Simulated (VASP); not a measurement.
CuGaSe2 (chalcopyrite) relaxed at rising pressure, in one space group throughout; other phases were not tried. The pressures are those reached. Calculation: PBEsol GGA, VASP's PBE PAW potentials (set 64) (plane waves; VASP 6.6.1).

```json
[
 {"P (GPa)": "-0.08", "V (Å³/atom)": "21.541", "k-mesh": "6×6×6"},
 {"P (GPa)": "4.93", "V (Å³/atom)": "20.262", "k-mesh": "6×6×6"},
 {"P (GPa)": "9.85", "V (Å³/atom)": "19.333", "k-mesh": "6×6×6"},
 {"P (GPa)": "19.91", "V (Å³/atom)": "17.936", "k-mesh": "6×6×6"},
 {"P (GPa)": "29.96", "V (Å³/atom)": "16.942", "k-mesh": "6×6×6"}
]
```

Fit an equation of state and predict the volume at 45.02 GPa.

Least squares on the third-order Birch-Murnaghan form, P = (3B0/2)(y⁷ − y⁵)[1 + (3/4)(B′ − 4)(y² − 1)] with y = (V0/V)^(1/3), gives V0 = 21.517 Å³/atom, B0 = 71 GPa and B′ = 4.7, and so 15.840 Å³/atom. The run gave 15.839 Å³/atom, -0.0 % from the fit.

Pressures at which the relaxation failed are left out.

The compound is CuGaSe2 in the chalcopyrite structure.
